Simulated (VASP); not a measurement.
All values below come from PBEsol GGA, VASP's PBE PAW potentials (set 64) (plane waves; VASP).

VASP ran on this input.

**KPOINTS**
```
Automatic mesh
0
Gamma
10 10 10
0 0 0
```

INCAR:
```
# general
SYSTEM  = Tm
PREC    = Accurate
ENCUT   = 400   # plane-wave cut-off (eV)
LREAL   = .False.   # projection in real space or not
LASPH   = .True.   # aspherical one-centre terms

# electronic loop
EDIFF   = 1E-6   # SCF stop (eV)
NELM    = 100   # most electronic steps
ALGO    = Normal
LMAXMIX = 6   # l cut-off of mixed one-centre charges

# smearing
ISMEAR  = 1
SIGMA   = 0.1   # width (eV)

# functional
GGA     = PS   # PBEsol

# ions
IBRION  = 2
NSW     = 60   # most ionic steps
ISIF    = 3
EDIFFG  = -0.01   # ionic stop

# output
LWAVE   = .False.
LCHARG  = .False.
```

File POSCAR:
```
Tm
1.0
  3.1427753845   0.0000000000   0.0000000000
  0.0000000000   3.1427753845   0.0000000000
  0.0000000000   0.0000000000   3.1427753845
Tm
1
Cart
  0.0000000000   0.0000000000   0.0000000000
```

POTCAR, in this order: Tm_3 (PBE.64 set). Program: vasp_std.

What VASP printed:

OSZICAR:
```
       N       E                     dE             d eps       ncg     rms          rms(c)
DAV:   1     0.430803827763E+01    0.43080E+01   -0.42130E+03   928   0.805E+02
DAV:   2    -0.384714552262E+01   -0.81552E+01   -0.76093E+01  1152   0.886E+01
DAV:   3    -0.404514499968E+01   -0.19800E+00   -0.18787E+00  1136   0.976E+00
DAV:   4    -0.405243517191E+01   -0.72902E-02   -0.71314E-02  1456   0.145E+00
DAV:   5    -0.405243996257E+01   -0.47907E-05   -0.47895E-05  1184   0.421E-02    0.140E+01
DAV:   6    -0.404861299377E+01    0.38270E-02   -0.24303E-02  1344   0.157E+00    0.797E+00
DAV:   7    -0.405682231732E+01   -0.82093E-02   -0.28223E-02  1376   0.168E+00    0.276E-01
DAV:   8    -0.405665246393E+01    0.16985E-03   -0.15632E-03  1336   0.350E-01    0.106E-01
DAV:   9    -0.405664623195E+01    0.62320E-05   -0.51166E-05  1408   0.707E-02    0.906E-03
DAV:  10    -0.405664268354E+01    0.35484E-05   -0.34572E-06  1112   0.184E-02    0.413E-03
DAV:  11    -0.405664267685E+01    0.66952E-08   -0.11250E-07   680   0.376E-03
   1 F= -.40566427E+01 E0= -.40566891E+01  d E =-.405664E+01
```

**OUTCAR**
```
------------------------ aborting loop because EDIFF is reached ----------------------------------------
  FORCE on cell =-STRESS in cart. coord.  units (eV):
  Direction    XX          YY          ZZ          XY          YZ          ZX
  --------------------------------------------------------------------------------------
  Total       -0.0067540     -0.0067540     -0.0067540     -0.0000000     -0.0000000      0.0000000
  in kB       -0.3486026     -0.3486026     -0.3486026     -0.0000000     -0.0000000      0.0000000
  external PRESSURE =      -0.3486026 kB  Pullay stress =       0.0000000 kB
  volume of cell :       31.04
      direct lattice vectors                 reciprocal lattice vectors
     3.142775385  0.000000000  0.000000000     0.318190096  0.000000000  0.000000000
     0.000000000  3.142775385  0.000000000     0.000000000  0.318190096  0.000000000
     0.000000000  0.000000000  3.142775385     0.000000000  0.000000000  0.318190096
 POSITION                                       TOTAL-FORCE (eV/Angst)
 -----------------------------------------------------------------------------------
      0.00000      0.00000      0.00000         0.000000      0.000000      0.000000
 -----------------------------------------------------------------------------------
    total drift:                               -0.000000      0.000000      0.000000
  FREE ENERGIE OF THE ION-ELECTRON SYSTEM (eV)
  ---------------------------------------------------
  free  energy   TOTEN  =        -4.0566426768 eV

  energy  without entropy=       -4.0567818419  energy(sigma->0) =       -4.05668907

 reached required accuracy - stopping structural energy minimisation
```
(Selected blocks of OUTCAR.)

The 4f electrons are frozen in the core of the lanthanide potential, so 4f levels, which can set the real gap, and their magnetism are missing.

The structure was generated: Tm was put into the simple-cubic type (Pm-3m), which need not be its known phase. It was relaxed first, which changed the volume by -8 %. The start is the result of an earlier pass.
